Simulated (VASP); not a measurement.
A VASP calculation is set up with these files.

**KPOINTS**
```
Automatic mesh
0
G
 3 5 4
```

### POSCAR
```
MnB
5.5631820
  1.0000000000   0.0000000000   0.0000000000
  0.0000000000   0.5350984383   0.0000000000
  0.0000000000   0.0000000000   0.7454803744
Mn B
4 4
Cart
  0.1758800000   0.1337746096   0.0900763936
  0.3241200000   0.4013238287   0.4628165808
  0.6758800000   0.1337746096   0.2826637935
  0.8241200000   0.4013238287   0.6554039807
  0.0341000000   0.1337746096   0.4568303734
  0.4659000000   0.4013238287   0.0840901862
  0.5341000000   0.1337746096   0.6613901881
  0.9659000000   0.4013238287   0.2886500010
```

INCAR:
```
SYSTEM = MnB
PREC = Accurate; ENCUT = 400; LREAL = .FALSE.
LASPH = .TRUE.
EDIFF = 1E-6; NELM = 100; ALGO = Normal
LMAXMIX = 4
ISMEAR = 0; SIGMA = 0.1
GGA = PS
MAGMOM = 4*4.0 4*0.0
ISPIN = 2
ISIF = 2
LWAVE = .FALSE.; LCHARG = .FALSE.; LORBIT = 11
```

POTCAR, in this order: Mn_pv B (PBE.64 set). Program: vasp_std.

Write an equivalent input for Ansatz.

One equivalent input (not run):
Ansatz 0.2 input:
```yaml
crystal:
  lattice:
    - [5.5631820, 0.0000000, 0.0000000]
    - [0.0000000, 2.9768500, 0.0000000]
    - [0.0000000, 0.0000000, 4.1472430]
  atoms:
    - { symbol: Mn, position: [0.1758800, 0.2500000, 0.1208300], spin: 4 }
    - { symbol: Mn, position: [0.3241200, 0.7500000, 0.6208300], spin: 4 }
    - { symbol: Mn, position: [0.6758800, 0.2500000, 0.3791700], spin: 4 }
    - { symbol: Mn, position: [0.8241200, 0.7500000, 0.8791700], spin: 4 }
    - { symbol: B, position: [0.0341000, 0.2500000, 0.6128000] }
    - { symbol: B, position: [0.4659000, 0.7500000, 0.1128000] }
    - { symbol: B, position: [0.5341000, 0.2500000, 0.8872000] }
    - { symbol: B, position: [0.9659000, 0.7500000, 0.3872000] }
kpoints:
  mp_grid: { grid: [3, 5, 4] }
hamiltonian:
  xc: pbesol
  pseudopotentials: { kind: paw }
magnetization: { spin_polarized: true }
scf:
  occupations: { method: gaussian, width: 0.1 }
  max_iter: 100
output: { forces: true, stress: true, eigenvalues: true }
```
The two are equivalent in intent, not identical: each code has its own PAW files, so the cut-off isn't converted (ENCUT is set for VASP's; basis.ecutwfc is left out, and Ansatz then takes the one that its files recommend); Ansatz stops its SCF on the density residual and VASP on the energy change (EDIFF).

The structure comes from a measured MnB entry of the Crystallography Open Database, whose conditions weren't checked. The cell was not relaxed at this level. The k-mesh is coarse (spacing up to 0.42 per Å, 2π included), so the numbers may not be converged in it.
